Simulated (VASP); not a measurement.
Here is the system:

```yaml
crystal:
  lattice:
    - [3.65857, 0.00000, 0.00000]
    - [-1.82929, 3.16841, 0.00000]
    - [0.00000, 0.00000, 6.52868]
  atoms:
    - { symbol: Ba, position: [0.00000, 0.00000, 0.00000] }
    - { symbol: Ba, position: [0.00000, 0.00000, 0.50000] }
    - { symbol: O, position: [0.33333, 0.66667, 0.25000] }
    - { symbol: O, position: [0.66667, 0.33333, 0.75000] }
```

The numbers are results of PBEsol GGA, VASP's PBE PAW potentials (set 64) (plane waves; VASP), not measurements. Settings: 620 eV cut-off, 7×7×4 Γ-centred mesh, Gaussian smearing of 0.050 eV, potentials Ba_sv O.

Task: Predict the energy per atom (σ→0), pressure.

Result: 
```yaml
energy per atom (σ→0): -580.1 kJ/mol of atoms
pressure: 100.2 kbar
```

Total energies compare only between runs with the same potentials, cut-off and functional.

The structure was generated: BaO was put into the NiAs type type (P6_3/mmc), which need not be its known phase. It was relaxed first under an external pressure of 10 GPa.
